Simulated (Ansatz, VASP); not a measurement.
# Cross-check of Cu (Cu(100)) between VASP and Ansatz

One calculation is typed for both programs; each brings its own data sets and cutoff. How far apart do they land? The structure shown is the end of the VASP relaxation below.

Program: Ansatz 0.2.0. Level of theory: plane waves, with VASP 6.6.1 beside it; single point at PBEsol. Results are calculated unless marked as measured.

### 1. Set-up

The cell holds 16 atoms: 16 Cu. Its edges and angles: a = 5.040 Å, b = 5.040 Å, c = 20.346 Å, α = 90.0°, β = 90.0°, γ = 90.0°. It derives from Cu. As first built, before any earlier steps moved the atoms: 4 layers of fcc Cu, cut at this functional's lattice. Vacuum lies along c.

### 2. VASP: relaxation, PBEsol

This run makes the geometry at which the two programs are then compared.

Lines of VASP's logs that name or quote its potential files are left out, and so is its time.

The input, INCAR:

```
SYSTEM = Cu
PREC = Normal
ENCUT = 330
EDIFF = 1E-05
NELM = 120
ISMEAR = 1
SIGMA = 0.15
LREAL = Auto
ALGO = Fast
GGA = PS
NBANDS = 109
LASPH = .TRUE.
LORBIT = 11
LWAVE = .FALSE.
LCHARG = .FALSE.
KPAR = 2
NCORE = 2
IBRION = 2
NSW = 40
ISIF = 2
EDIFFG = -0.03
POTIM = 0.4
MAXMIX = 40
IDIPOL = 3
LDIPOL = .TRUE.
DIPOL = 0.5 0.5 0.5
```

The input, POSCAR:

```
Cu
1.0
    5.0400546950      0.0000000000      0.0000000000
    0.0000000000      5.0400546950      0.0000000000
    0.0000000000      0.0000000000     20.3457852786
Cu
16
Selective dynamics
Direct
    0.2500000000      0.2500000000      0.3686267200  F F F
    0.7500000000      0.2500000000      0.3686267200  F F F
    0.2500000000      0.7500000000      0.3686267200  F F F
    0.7500000000      0.7500000000      0.3686267200  F F F
    0.0000000000      0.0000000000      0.4562089100  F F F
    0.5000000000      0.0000000000      0.4562089100  F F F
    0.0000000000      0.5000000000      0.4562089100  F F F
    0.5000000000      0.5000000000      0.4562089100  F F F
    0.2500000000      0.2500000000      0.5437910900  T T T
    0.7500000000      0.2500000000      0.5437910900  T T T
    0.2500000000      0.7500000000      0.5437910900  T T T
    0.7500000000      0.7500000000      0.5437910900  T T T
    0.0000000000      0.0000000000      0.6313732800  T T T
    0.5000000000      0.0000000000      0.6313732800  T T T
    0.0000000000      0.5000000000      0.6313732800  T T T
    0.5000000000      0.5000000000      0.6313732800  T T T
```

The input, KPOINTS:

```
Automatic mesh
0
Gamma
5 5 1
0 0 0
```

Potentials, in the order of the species: Cu (PBE family, release 64).

The run is started by

```console
$ mpirun -np 4 vasp_std
```

Numbers of over 12 decimals in the logs are rounded to 6 here.

What it wrote:

```text
[banner, memory and clock lines left out]
running    4 mpi-ranks, on    1 nodes
 distrk:  each k-point on    2 cores,    2 groups
 distr:  one band on    2 cores,    1 groups

 POSCAR found type information on POSCAR Cu
 POSCAR found :  1 types and      16 ions
|                                                                             |
|               ----> ADVICE to this user running VASP <----                  |
|                                                                             |
|     You enforced a specific xc type in the INCAR file but a different       |
|     [... a line on the potential file left out ...]
|     I HOPE YOU KNOW WHAT YOU ARE DOING!                                     |
|                                                                             |

 LDA part: xc-table for (Slater+PW92), standard interpolation
 POSCAR, INCAR and KPOINTS ok, starting setup
 FFT: planning ... GRIDC
 FFT: planning ... GRID_SOFT
 FFT: planning ... GRID
 WAVECAR not read
 entering main loop
       N       E                     dE             d eps       ncg     rms          rms(c)
DAV:   1     0.147018904021E+04    0.14702E+04   -0.57751E+04  1308   0.149E+03
DAV:   2     0.957515512664E+02   -0.13744E+04   -0.13231E+04  1308   0.378E+02
DAV:   3    -0.707170533771E+02   -0.16647E+03   -0.15223E+03  1354   0.184E+02
DAV:   4    -0.782252897753E+02   -0.75082E+01   -0.73721E+01  1432   0.533E+01
DAV:   5    -0.784202477980E+02   -0.19496E+00   -0.19439E+00  1520   0.703E+00    0.316E+01
RMM:   6    -0.697795328682E+02    0.86407E+01   -0.17125E+02  1313   0.103E+02    0.176E+01
RMM:   7    -0.632296610138E+02    0.65499E+01   -0.36557E+01  1309   0.509E+01    0.254E+00
RMM:   8    -0.632905038345E+02   -0.60843E-01   -0.26300E+00  1333   0.699E+00    0.224E+00
RMM:   9    -0.632771932594E+02    0.13311E-01   -0.63627E-01  1324   0.496E+00    0.536E-01
RMM:  10    -0.632842918905E+02   -0.70986E-02   -0.18216E-01  1535   0.195E+00    0.524E-01
RMM:  11    -0.632816095755E+02    0.26823E-02   -0.28323E-02  1414   0.809E-01    0.419E-01
RMM:  12    -0.632754968669E+02    0.61127E-02   -0.83830E-03  1337   0.551E-01    0.260E-01
RMM:  13    -0.632739928355E+02    0.15040E-02   -0.65830E-03  1323   0.404E-01    0.136E-01
RMM:  14    -0.632738615831E+02    0.13125E-03   -0.24076E-03  1334   0.294E-01    0.732E-02
RMM:  15    -0.632738406089E+02    0.20974E-04   -0.88106E-04  1401   0.141E-01    0.520E-02
RMM:  16    -0.632743352787E+02   -0.49467E-03   -0.72397E-04  1342   0.953E-02    0.397E-02
RMM:  17    -0.632747017409E+02   -0.36646E-03   -0.29763E-04  1321   0.935E-02    0.245E-02
RMM:  18    -0.632749594971E+02   -0.25776E-03   -0.16486E-04  1306   0.537E-02    0.197E-02
RMM:  19    -0.632750655368E+02   -0.10604E-03   -0.67773E-05  1073   0.482E-02    0.780E-03
RMM:  20    -0.632751489587E+02   -0.83422E-04   -0.37692E-05   873   0.226E-02    0.742E-03
RMM:  21    -0.632751822010E+02   -0.33242E-04   -0.13951E-05   778   0.235E-02    0.464E-03
RMM:  22    -0.632752204294E+02   -0.38228E-04   -0.68247E-06   758   0.157E-02    0.431E-03
RMM:  23    -0.632752417020E+02   -0.21273E-04   -0.29067E-06   755   0.114E-02    0.210E-03
RMM:  24    -0.632752457439E+02   -0.40418E-05   -0.83152E-07   734   0.480E-03
   1 F= -.63275246E+02 E0= -.63271205E+02  d E =-.632752E+02
[...]
2 F= -.63288497E+02 E0= -.63284376E+02  d E =-.132516E-01
[...]
3 F= -.63284681E+02 E0= -.63280465E+02  d E =-.943523E-02
 curvature:   0.21 expect dE= 0.169E-02 dE for cont linesearch  0.167E-02
 ZBRENT: interpolating
 opt :   2.3191  next Energy=   -63.294998 (dE=-0.198E-01)
 bond charge predicted
       N       E                     dE             d eps       ncg     rms          rms(c)
DAV:   1    -0.632782045435E+02    0.64777E-02   -0.92387E+00  1404   0.956E+00    0.229E-01
RMM:   2    -0.632897866478E+02   -0.11582E-01   -0.11057E-01  1314   0.245E+00    0.352E-01
RMM:   3    -0.632938115500E+02   -0.40249E-02   -0.57164E-02  1618   0.108E+00    0.969E-02
RMM:   4    -0.632945953477E+02   -0.78380E-03   -0.72782E-03  1550   0.341E-01    0.758E-02
RMM:   5    -0.632946220611E+02   -0.26713E-04   -0.35564E-04  1527   0.852E-02    0.616E-02
RMM:   6    -0.632945889425E+02    0.33119E-04   -0.81721E-05  1118   0.406E-02    0.446E-02
RMM:   7    -0.632945673729E+02    0.21570E-04   -0.47550E-05  1052   0.369E-02    0.345E-02
RMM:   8    -0.632945584026E+02    0.89703E-05   -0.24156E-05   848   0.257E-02
   4 F= -.63294558E+02 E0= -.63290378E+02  d E =-.193127E-01
 curvature:  -0.80 expect dE=-0.155E-04 dE for cont linesearch -0.585E-06
 trial: gam=-0.00542 g(F)=  0.193E-04 g(S)=  0.000E+00 ort = 0.111E-03 (trialstep = 0.126E+01)
 search vector abs. value=  0.186E-04
 reached required accuracy - stopping structural energy minimisation
```

Parts of OUTCAR (step 2):

```text
ion  position               nearest neighbor table
   1  0.250  0.250  0.369-   2 2.52   3 2.52   3 2.52   2 2.52   7 2.52   8 2.52   5 2.52   6 2.52

  LATTYP: Found a simple tetragonal cell.
 ALAT       =     5.0400546950
 C/A-ratio  =     4.0368183502

 Subroutine GETGRP returns: Found 16 space group operations
 (whereof  8 operations were pure point group operations)

The static configuration has the point symmetry C_4v.
 The point group associated with its full space group is D_4h.

 Found      6 irreducible k-points:

   k-points           NKPTS =      6   k-points in BZ     NKDIM =      6   number of bands    NBANDS=    109

   dimension x,y,z NGX =    24 NGY =   24 NGZ =   90
   dimension x,y,z NGXF=    48 NGYF=   48 NGZF=  180

   ENCUT  =  330.0 eV  24.25 Ry    4.92 a.u.   7.47  7.47 30.14*2*pi/ulx,y,z

   NELECT =     176.0000    total number of electrons

 k-points in reciprocal lattice and weights: Automatic mesh
   0.00000000  0.00000000  0.00000000       0.040
   0.20000000  0.00000000  0.00000000       0.160
   0.40000000  0.00000000  0.00000000       0.160
   0.20000000  0.20000000  0.00000000       0.160
   0.40000000  0.20000000  0.00000000       0.320
   0.40000000  0.40000000  0.00000000       0.160

 dipolmoment           0.000000      0.000000     -0.002247 electrons x Angstroem

 average (electrostatic) potential at core
       1 -70.8380       2 -70.8380       3 -70.8380       4 -70.8380       5 -71.2732
       6 -71.2732       7 -71.2732       8 -71.2732       9 -71.2935      10 -71.2935
      11 -71.2935      12 -71.2935      13 -70.8659      14 -70.8659      15 -70.8659
      16 -70.8659

 E-fermi :  -0.2247

 k-point     1 :       0.0000    0.0000    0.0000
  band No.  band energies     occupation
    ...
     88      -0.5568      2.00754
     89      -0.2728      1.51355
     90      -0.2728      1.51355
     91      -0.2503      1.28400
     92      -0.2503      1.28400
     93       0.8884     -0.00000
     94       2.2779     -0.00000
     95       2.2779     -0.00000
     96       3.2611      0.00000
     97       3.2611      0.00000
    ...

 k-point     2 :       0.2000    0.0000    0.0000
  band No.  band energies     occupation
    ...
     84      -1.4828      2.00000
     85      -1.4592      2.00000
     86      -0.2983      1.73008
     87      -0.2579      1.36499
     88      -0.2555      1.34005
     89      -0.1236      0.09923
     90       0.1240     -0.00489
     91       0.1401     -0.00312
     92       1.3805     -0.00000
     93       1.4849     -0.00000
    ...

 k-point     3 :       0.4000    0.0000    0.0000
  band No.  band energies     occupation
    ...
     82      -1.6909      2.00000
     83      -1.6830      2.00000
     84      -1.6717      2.00000
     85      -1.5584      2.00000
     86      -0.9232      2.00000
     87       0.2414     -0.00010
     88       0.2444     -0.00009
     89       0.5677     -0.00000
     90       0.9317     -0.00000
     91       0.9329     -0.00000
    ...

  Total       -6.1211723     -6.1211723     -0.7887932      0.0000000     -0.0000000      0.0000000
  in kB      -18.9758060    -18.9758060     -2.4452810      0.0000000     -0.0000000      0.0000000
  external PRESSURE =     -13.4656310 kB  Pullay stress =       0.0000000 kB

  energy-cutoff  :      330.00
  volume of cell :      516.83
      direct lattice vectors                 reciprocal lattice vectors
     5.040054695  0.000000000  0.000000000     0.198410545  0.000000000  0.000000000
     0.000000000  5.040054695  0.000000000     0.000000000  0.198410545  0.000000000
     0.000000000  0.000000000 20.345785279     0.000000000  0.000000000  0.049150229

 POSITION                                       TOTAL-FORCE (eV/Angst)
 -----------------------------------------------------------------------------------
      1.26001      1.26001      7.50000         0.000000     -0.000000      0.165795
      3.78004      1.26001      7.50000         0.000000     -0.000000      0.165795
      1.26001      3.78004      7.50000        -0.000000      0.000000      0.165795
      3.78004      3.78004      7.50000        -0.000000     -0.000000      0.165795
      0.00000      0.00000      9.28193        -0.000000      0.000000     -0.181496
      2.52003      0.00000      9.28193        -0.000000     -0.000000     -0.181496
      0.00000      2.52003      9.28193         0.000000     -0.000000     -0.181496
      2.52003      2.52003      9.28193        -0.000000      0.000000     -0.181496
      1.26001      1.26001     11.09038        -0.000000      0.000000      0.006862
      3.78004      1.26001     11.09038         0.000000      0.000000      0.006862
      1.26001      3.78004     11.09038         0.000000      0.000000      0.006862
      3.78004      3.78004     11.09038         0.000000     -0.000000      0.006862
      0.00000      0.00000     12.83249         0.000000      0.000000      0.008839
      2.52003      0.00000     12.83249        -0.000000      0.000000      0.008839
      0.00000      2.52003     12.83249        -0.000000      0.000000      0.008839
      2.52003      2.52003     12.83249         0.000000      0.000000      0.008839
 -----------------------------------------------------------------------------------
    total drift:                                0.000000      0.000000     -0.192017

  FREE ENERGIE OF THE ION-ELECTRON SYSTEM (eV)
  ---------------------------------------------------
  free  energy   TOTEN  =       -63.2945584026 eV

  energy  without entropy=      -63.2820157149  energy(sigma->0) =      -63.29037751

 reached required accuracy - stopping structural energy minimisation

 vacuum level on the upper side and lower side of the slab         3.728         3.745

 total charge
# of ion       s       p       d       tot
------------------------------------------
    1        0.455   0.280   9.199   9.935
    2        0.455   0.280   9.199   9.935
    3        0.455   0.280   9.199   9.935
    4        0.455   0.280   9.199   9.935
    5        0.457   0.408   9.169  10.035
    6        0.457   0.408   9.169  10.035
    7        0.457   0.408   9.169  10.035
    8        0.457   0.408   9.169  10.035
    9        0.462   0.416   9.171  10.049
   10        0.462   0.416   9.171  10.049
   11        0.462   0.416   9.171  10.049
   12        0.462   0.416   9.171  10.049
   13        0.460   0.289   9.201   9.950
   14        0.460   0.289   9.201   9.950
   15        0.460   0.289   9.201   9.950
   16        0.460   0.289   9.201   9.950
--------------------------------------------------
tot          7.337   5.573 146.961 159.871

[... 3 further parts left out ...]
```

CONTCAR:

```
Cu
   1.00000000000000
     5.0400546950000003    0.0000000000000000    0.0000000000000000
     0.0000000000000000    5.0400546950000003    0.0000000000000000
     0.0000000000000000    0.0000000000000000   20.3457852786000011
  Cu
    16
Selective dynamics
Direct
     0.2500000000000000    0.2500000000000000    0.3686267200000017   F   F   F
     0.7500000000000000    0.2500000000000000    0.3686267200000017   F   F   F
     0.2500000000000000    0.7500000000000000    0.3686267200000017   F   F   F
     0.7500000000000000    0.7500000000000000    0.3686267200000017   F   F   F
     0.0000000000000000    0.0000000000000000    0.4562089100000009   F   F   F
     0.5000000000000000    0.0000000000000000    0.4562089100000009   F   F   F
     0.0000000000000000    0.5000000000000000    0.4562089100000009   F   F   F
     0.5000000000000000    0.5000000000000000    0.4562089100000009   F   F   F
     0.2500000000000000    0.2500000000000000    0.5450946922619687   T   T   T
     0.7500000000000000    0.2500000000000000    0.5450946922619687   T   T   T
     0.2500000000000000    0.7500000000000000    0.5450946922619687   T   T   T
     0.7500000000000000    0.7500000000000000    0.5450946922619687   T   T   T
     0.0000000000000000    0.0000000000000000    0.6307197025335243   T   T   T
     0.5000000000000000    0.0000000000000000    0.6307197025335243   T   T   T
     0.0000000000000000    0.5000000000000000    0.6307197025335243   T   T   T
     0.5000000000000000    0.5000000000000000    0.6307197025335243   T   T   T
```

The run keeps the 8 symmetry operations of its start, so it cannot find a distortion of lower symmetry.

(Part 1 of 2 ends here.)

[Lines on the potential files, build, host, timing and source positions are cut from VASP's logs without a mark.]

[Logs are printed without paths, hosts, clocks, repeated set-up lines and the standing remarks that a program may print on its own settings, such as how far it seeks lower states.]

[Hosts, paths, dates, database ids (printed as entryN), source tags and the programs' standing remarks are cut or masked in the printed files.]
